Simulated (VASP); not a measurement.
A convergence study with VASP on SiC (wurtzite): one setting is varied, all else stays as given below, so the limit is that of these other settings.

```xyz
4
Lattice="1.5400 -2.6674 0.0000 1.5400 2.6674 0.0000 0.0000 0.0000 5.0500" Properties=species:S:1:pos:R:3 pbc="T T T"
Si     1.5400    -0.8891     2.5250
Si     1.5400     0.8891     0.0000
C      1.5400    -0.8891     4.4188
C      1.5400     0.8891     1.8937
```

The numbers are results of PBE GGA, VASP's PBE PAW potentials (set 64) (plane waves; VASP), not measurements. The tightest run used: 700 eV cut-off, 17×17×9 Γ-centred mesh, Gaussian smearing of 0.050 eV, potentials Si C.

```
setting     E (eV/atom)  pressure (GPa)  irreducible k-points
----------  -----------  --------------  --------------------
1×1×1 mesh      -2.5248           24.63                     1
2×2×1 mesh      -7.1229            2.62                     2
3×3×2 mesh      -7.4024            3.29                     6
4×4×2 mesh      -7.4973            2.76                     8
5×5×3 mesh      -7.5179            2.53                    10
6×6×3 mesh      -7.5242            2.51                    14
```

Question: These are the cheaper rows. Estimate the results at 17×17×9 mesh, and how far the last row shown lies from them.

Answer: 
| quantity | tightest run | last row shown is off by |
|---|---|---|
| E (eV/atom) | -7.5286 | 0.0044 |
| pressure (GPa) | 2.50 | 0.02 |

Left out are rungs that failed or repeat a setting and relaxations that didn't move; long series are thinned to 24 rows.

The compound is SiC in the wurtzite structure, the rare 2H polytype. The cell was not relaxed at this level.
